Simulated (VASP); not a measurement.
Input of a VASP 6.6.1 run:

The input INCAR:

```
PREC = Accurate ; ENCUT = 400
EDIFF = 1E-6 ; ISMEAR = 0
SIGMA = 0.01 ; LREAL = False
LASPH = True ; NELM = 60
ALGO = Normal ; ISIF = 2
LWAVE = False ; LCHARG = False
GGA = PE ; IVDW = 12
IBRION = 2 ; NSW = 120
EDIFFG = -0.03 ; ISYM = 0
```

Contents of KPOINTS:

```
regular mesh
0
Gamma
  1 1 1
```

Contents of POSCAR:

```
I
1.0
   12.9797068966      0.0000000000      0.0000000000
    0.0000000000     13.4797068966      0.0000000000
    0.0000000000      0.0000000000     13.9797068966
I
2
Selective dynamics
Direct
    0.5955224535      0.5389366430      0.5076943308  F F F
    0.4044775465      0.4684819160      0.4923056692  T T T
```

Potentials or basis: VASP PAW PBE potentials, release 64 (I).

Run with:

```sh
$ cat potpaw_PBE.64/I/POTCAR > POTCAR
$ mpirun -np 1 vasp_gam > vasp.out
```

**Question.** What does it give for the gap between the frontier levels?

**Answer.** 1.82 eV.

**Question.** What does it give for the dispersion energy per atom?

**Answer.** -0.024 eV.

**Question.** What does it give for the energy gained by relaxing?

**Answer.** 1.0 meV/atom.

Final structure:
```
I
1.0
    12.97971    0.00000    0.00000
     0.00000   13.47971    0.00000
     0.00000    0.00000   13.97971
I
2
Direct
  0.59552 0.53894 0.50769
  0.40307 0.46796 0.49219
```

Caveat: spin-orbit coupling is left out, which moves the levels of the heavy elements. As with any semilocal functional, this PBE gap is likely too small.
